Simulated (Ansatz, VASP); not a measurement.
# Cross-check of Pt (Pt(322)) between VASP and Ansatz, part 2 of 2

One calculation is typed for both programs; each brings its own data sets. How far apart do they land? The cell is taken from a series of runs on this material, whose earlier steps may have relaxed, scaled, displaced or heated it; both programs get it as it stands.

VASP 6.6.1 and Ansatz 0.2.0.

So far: Starting point; VASP: single point, PBE with D3(BJ).

## Step 3: Ansatz: single point, PBE with D3(BJ)

Level of this step: Ansatz beside VASP: Kohn-Sham DFT, plane waves, PBE with D3(BJ) (Ansatz).

Ansatz runs on its default PAW (the set named soft_2) files.

The same cell, functional, mesh and smearing now go to Ansatz, which takes its cutoff from its data sets.

The input, input.yaml:

```yaml
crystal:
  lattice:
    - [2.77185858, 0.0, 0.0]
    - [0.0, 11.42866571, 0.0]
    - [0.0, 0.0, 25.5566568513]
  atoms:
    - { symbol: Pt, position: [0.5, 0.38235294, 0.3325943628] }
    - { symbol: Pt, position: [0.0, 0.17647059, 0.3511949891] }
    - { symbol: Pt, position: [0.5, 0.97058824, 0.3697956155] }
    - { symbol: Pt, position: [0.0, 0.76470588, 0.3883962418] }
    - { symbol: Pt, position: [0.5, 0.55882353, 0.4069968682] }
    - { symbol: Pt, position: [0.0, 0.35294118, 0.4255974946] }
    - { symbol: Pt, position: [0.5, 0.1470976833, 0.4459300515] }
    - { symbol: Pt, position: [0.0, 0.9394288899, 0.4641721202] }
    - { symbol: Pt, position: [0.5, 0.7295182509, 0.4820509526] }
    - { symbol: Pt, position: [0.0, 0.5233761662, 0.5027630278] }
    - { symbol: Pt, position: [0.5, 0.323255393, 0.5210751596] }
    - { symbol: Pt, position: [0.0, 0.1166656558, 0.5384727886] }
    - { symbol: Pt, position: [0.5, 0.9091259517, 0.5559753502] }
    - { symbol: Pt, position: [0.0, 0.6993005304, 0.5735039952] }
    - { symbol: Pt, position: [0.5, 0.4943597678, 0.6026025176] }
    - { symbol: Pt, position: [0.0, 0.2921846929, 0.6160332998] }
    - { symbol: Pt, position: [0.5, 0.0903631009, 0.633259665] }
    - { symbol: Pt, position: [0.0, 0.8898047774, 0.6502010569] }
    - { symbol: Pt, position: [0.5, 0.6878691395, 0.6641870129] }
kpoints:
  mp_grid: { grid: [22, 6, 1] }
hamiltonian:
  xc: pbe
  dispersion: d3bj
scf:
  occupations: { method: fermi_dirac, width: 0.05 }
  convergence: { dr2_threshold: 1.0e-09 }
  n_extra_bands: 36
efield:
  axis: 3
  dipole_correction: true
  ramp_position: 0.97
  ramp_width: 0.06
output:
  band_densities:
    - { e_range: [-0.2, 0] }
    - { e_range: [-0.7, 0] }
    - { e_range: [-1.5, 0] }
    - { e_range: [0, 0.2] }
    - { e_range: [0, 0.7] }
    - { e_range: [0, 1.5] }
    - { e_range: [-2.0, -1.8] }
    - { e_range: [-1.8, -1.6] }
    - { e_range: [-1.6, -1.4] }
    - { e_range: [-1.4, -1.2] }
    - { e_range: [-1.2, -1.0] }
    - { e_range: [-1.0, -0.8] }
    - { e_range: [-0.8, -0.6] }
    - { e_range: [-0.6, -0.4] }
    - { e_range: [-0.4, -0.2] }
    - { e_range: [0.2, 0.4] }
    - { e_range: [0.4, 0.6] }
    - { e_range: [0.6, 0.8] }
    - { e_range: [0.8, 1.0] }
    - { e_range: [1.0, 1.2] }
    - { e_range: [1.2, 1.4] }
    - { e_range: [1.4, 1.6] }
    - { e_range: [1.6, 1.8] }
    - { e_range: [1.8, 2.0] }
  band_residual_tolerance: 0.0001
  dos: { projected: true, e_range: [-5, 4] }
  write_potential: true
  write_density: true
  volumetric_format: npy
```

Command:

```sh
ansatz run input.yaml --threads 4 --pin off --max-ram 12288MiB --backend cpu --events-out ev --progress --plain --runs-dir out
```

Numbers of over 12 decimals in the logs are rounded to 6 here.

The log of the run:

```text
scf.n_extra_bands = 36 over 171 filled bands (N_el = 342.0): the run solves 207 bands
Engine: ansatz 0.2.0, x86_64-unknown-linux-gnu
Pseudopotentials: kind: paw
Pseudopotential: Pt, paw, valence charge 18, recommended cutoff 420 eV (normal), Pt.paw.azcp
Functional definition: PBE
  parameter kappa = 0.804
  parameter beta = 0.066725
  exchange = pbe_x(kappa = kappa, mu = beta*pi^2/3)
  correlation = pbe_c(beta = beta)
Crystal: 19 atoms, lattice volume = 809.600 Å³
Basis set: ecut = 420 eV, 15903 PW (Γ)
Bands: 207, of which v1, the nominal top of the filled ones, is band 171 counted from 1 (170 counted from 0)
Symmetry: 2 space group operations
Space group: Pm (ITA 6), of the structure as read, at distance tolerance 9.3e-5 Å
k-points: 48 of 132 (time reversal used)
Non-local potential: Pt, projectors of the file, l = 0: 3, l = 1: 2, l = 2: 2, l = 3: 1
PAW form: soft (Blöchl's): semilocal exchange-correlation on the pseudo side does not see the compensation charge
PAW one-centre angular grid: Pt, 590 points (default); XC on 64 Gauss nodes
Initial density: superposition of atomic densities (neutral atoms: chi_scale 0, normalization atom), corrected by the library's trained network
Initial wavefunctions: pseudopotential atomic-orbital guess
Functional: x = pbe(κ = 0.804, μ = 0.219515), c = pbe(β = 0.066725)
SCF iter   1: F=—  HF=-237941.865695 eV  |F-HF|=—  |Δ(HF+E_count)|=         —  Δρ=6.78e-3  dr2=2.21e0  ethr=1.77e-3  p=-0.013 e·Å  D=-2.96e-3 V/Å  ΔV_dip=0.08 eV  dr2_dipole=7.87e-2  V_vac-E_F(+/−)=5.23/5.16 eV  ⟨swp⟩=7.9  Hψ=41702  notcnv=0  defer=643
efield: sawtooth ramp at fractional position 0.9700 (set: `efield.ramp_position`, or a place that a band, a saddle search or an elastic batch's reference lends), width 0.0600; the density the first Hamiltonian is built on has a dipole p = -0.013 e·Å; the dipole correction subtracts the counter field D = -2.96e-3 V/Å, which shifts the + side's vacuum level by +0.08 eV against the − side's; the planar-averaged density in the ramp window peaks in size at 6.9e-6 e/Å³
preconditioner: auto → LDOS  [metal: Δε(μ)=0.001 eV  Ē_g=7.382 eV  σ=0.050 eV  W_gap=0.01  n_scr=152 (ndim 8)  ℏωp=18.0 eV  f_vac=0.587  D(μ)=35.66/eV (n_scr^D=322)  β→1.0]
SCF iter   2: F=—  HF=-237941.841427 eV  |F-HF|=—  |Δ(HF+E_count)|=   2.43e-2  Δρ=3.62e-3  dr2=2.20e-1  ethr=6.45e-4  p=-0.003 e·Å  D=-7.53e-4 V/Å  ΔV_dip=0.02 eV  dr2_dipole=3.09e-4  V_vac-E_F(+/−)=5.59/5.57 eV  ⟨swp⟩=2.0  Hψ=11888  notcnv=0  defer=962
SCF iter   3: F=—  HF=-237941.836306 eV  |F-HF|=—  |Δ(HF+E_count)|=   5.12e-3  Δρ=1.80e-3  dr2=1.58e-1  ethr=6.43e-5  p=-0.006 e·Å  D=-1.39e-3 V/Å  ΔV_dip=0.04 eV  dr2_dipole=1.31e-4  V_vac-E_F(+/−)=5.53/5.49 eV  ⟨swp⟩=2.5  Hψ=16547  notcnv=0  defer=976
SCF iter   4: F=—  HF=-237941.823164 eV  |F-HF|=—  |Δ(HF+E_count)|=   1.31e-2  Δρ=6.87e-4  dr2=1.10e-2  ethr=4.61e-5  p=-0.005 e·Å  D=-1.08e-3 V/Å  ΔV_dip=0.03 eV  dr2_dipole=3.08e-4  V_vac-E_F(+/−)=5.61/5.58 eV  ⟨swp⟩=2.0  Hψ=13887  notcnv=0  defer=976
SCF iter   5: F=—  HF=-237941.822431 eV  |F-HF|=—  |Δ(HF+E_count)|=   7.33e-4  Δρ=3.09e-4  dr2=2.84e-3  ethr=3.21e-6  p=-0.005 e·Å  D=-1.11e-3 V/Å  ΔV_dip=0.03 eV  dr2_dipole=1.98e-4  V_vac-E_F(+/−)=5.60/5.57 eV  ⟨swp⟩=2.6  Hψ=14688  notcnv=0  defer=976
SCF iter   6: F=—  HF=-237941.822395 eV  |F-HF|=—  |Δ(HF+E_count)|=   3.65e-5  Δρ=1.13e-4  dr2=5.84e-4  ethr=8.30e-7  p=-0.005 e·Å  D=-1.18e-3 V/Å  ΔV_dip=0.03 eV  dr2_dipole=2.03e-5  V_vac-E_F(+/−)=5.59/5.56 eV  ⟨swp⟩=2.0  Hψ=11424  notcnv=0  defer=976
SCF iter   7: F=—  HF=-237941.822392 eV  |F-HF|=—  |Δ(HF+E_count)|=   2.75e-6  Δρ=5.56e-5  dr2=6.64e-5  ethr=1.71e-7  p=-0.005 e·Å  D=-1.20e-3 V/Å  ΔV_dip=0.03 eV  dr2_dipole=5.11e-7  V_vac-E_F(+/−)=5.59/5.56 eV  ⟨swp⟩=1.5  Hψ=9950  notcnv=0  defer=976
SCF iter   8: F=—  HF=-237941.822434 eV  |F-HF|=—  |Δ(HF+E_count)|=   4.22e-5  Δρ=1.93e-5  dr2=1.01e-5  ethr=1.94e-8  p=-0.005 e·Å  D=-1.21e-3 V/Å  ΔV_dip=0.03 eV  dr2_dipole=2.19e-8  V_vac-E_F(+/−)=5.60/5.56 eV  ⟨swp⟩=2.0  Hψ=13110  notcnv=0  defer=976
SCF iter   9: F=—  HF=-237941.821709 eV  |F-HF|=—  |Δ(HF+E_count)|=   7.25e-4  Δρ=9.78e-6  dr2=1.99e-6  ethr=2.96e-9  p=-0.005 e·Å  D=-1.21e-3 V/Å  ΔV_dip=0.03 eV  dr2_dipole=3.82e-8  V_vac-E_F(+/−)=5.59/5.56 eV  ⟨swp⟩=1.9  Hψ=13657  notcnv=0  defer=972
SCF iter  10: F=—  HF=-237941.821710 eV  |F-HF|=—  |Δ(HF+E_count)|=   2.04e-7  Δρ=6.15e-6  dr2=6.76e-7  ethr=5.82e-10  p=-0.005 e·Å  D=-1.21e-3 V/Å  ΔV_dip=0.03 eV  dr2_dipole=8.47e-9  V_vac-E_F(+/−)=5.60/5.56 eV  ⟨swp⟩=2.2  Hψ=12958  notcnv=0  defer=972
SCF iter  11: F=—  HF=-237941.821710 eV  |F-HF|=—  |Δ(HF+E_count)|=   1.62e-7  Δρ=3.00e-6  dr2=2.48e-7  ethr=1.98e-10  p=-0.005 e·Å  D=-1.21e-3 V/Å  ΔV_dip=0.03 eV  dr2_dipole=1.82e-9  V_vac-E_F(+/−)=5.60/5.56 eV  ⟨swp⟩=2.0  Hψ=13572  notcnv=0  defer=972
[...]
k-point 1: bands = [... 167 lower, 4.2042, 4.2609, 4.3993, 4.4064, 4.4593, 4.5563, 4.5720, 4.6448, ... 32 higher]
  k-point 2: bands = [... 167 lower, 4.2591, 4.2919, 4.3737, 4.3892, 4.5038, 4.5483, 4.5812, 4.6309, ... 32 higher]
  k-point 47: bands = [... 167 lower, 4.9732, 5.0961, 5.1856, 5.2821, 6.4138, 6.4449, 6.4587, 6.4962, ... 32 higher]
--- Band densities, each state counted as filled ---
  window                                       electrons  max residual (eV)  cut levels
  e_range: [-0.2, 0]                            7.651515             3.8e-6           0
  e_range: [-0.7, 0]                           23.696970             3.8e-6           0
  e_range: [-1.5, 0]                           47.969697             3.8e-6           0
  e_range: [0, 0.2]                             6.000000             1.2e-5           0
  e_range: [0, 0.7]                            13.484848             4.8e-5           0
  e_range: [0, 1.5]                            18.060606             4.8e-5           0
  e_range: [-2, -1.8]                           5.787879             1.7e-6           0
  e_range: [-1.8, -1.6]                         4.803030             1.6e-6           0
  e_range: [-1.6, -1.4]                         6.000000             1.5e-6           0
  e_range: [-1.4, -1.2]                         6.212121             1.6e-6           0
  e_range: [-1.2, -1]                           6.363636             1.5e-6           0
  e_range: [-1, -0.8]                           6.136364             1.5e-6           0
  e_range: [-0.8, -0.6]                         5.121212             1.5e-6           0
  e_range: [-0.6, -0.4]                         6.651515             1.4e-6           0
  e_range: [-0.4, -0.2]                         6.833333             1.4e-6           0
  e_range: [0.2, 0.4]                           4.545455             1.2e-5           0
  e_range: [0.4, 0.6]                           2.136364             4.3e-5           0
  e_range: [0.6, 0.8]                           1.318182             4.8e-5           0
  e_range: [0.8, 1]                             1.151515             4.8e-5           0
  e_range: [1, 1.2]                             1.045455             3.6e-5           0
  e_range: [1.2, 1.4]                           1.181818             2.9e-5           0
  e_range: [1.4, 1.6]                           1.348485             2.5e-5           0
  e_range: [1.6, 1.8]                           1.060606             2.6e-5           0
  e_range: [1.8, 2]                             1.090909             2.3e-5           0
```

In the SCF lines HF is the Harris–Foulkes energy and dr2 the Hartree energy of the density residual, in eV; the loop may stop once dr2 is under the threshold and the program's other checks hold. Hψ counts applications of the Hamiltonian.

## Step 4: Comparison

Known differences besides the potentials themselves: the data sets hold 342 valence electrons in Ansatz (on its default PAW (the set named soft_2) files) and 190 in VASP; the cutoff is 420 eV in Ansatz and 400 eV in VASP. Total energies have different zeros and are not compared.

Both answers:

```csv
quantity,Ansatz,VASP,difference
"work function, lower of the two faces (eV)",5.56,5.57,0.00
"work function, higher of the two faces (eV)",5.60,5.60,0.00
```

With vacuum in the cell, a pressure given here is an average over mostly empty space and none of the material.

## Step 5: Outcome

```yaml
difference_in_work_function_higher_of_the_two_faces_single_point_pbe_with_d3_bj: -0.0033 eV
```

What this shows: The difference in work function, higher of the two faces is -0.0033 eV (single point, PBE with D3(BJ)). The data sets hold unlike numbers of valence electrons (342 in Ansatz and 190 in VASP), so part of the differences comes from the potentials. How closely two codes agree says nothing of how well the functional describes the real material.

[Lines on the potential files, build, host, timing and source positions are cut from VASP's logs without a mark.]

[Logs are printed without paths, hosts, clocks, repeated set-up lines and the standing remarks that a program may print on its own settings, such as how far it seeks lower states.]

[Hosts, paths, dates, database ids (printed as entryN), source tags and the programs' standing remarks are cut or masked in the printed files.]
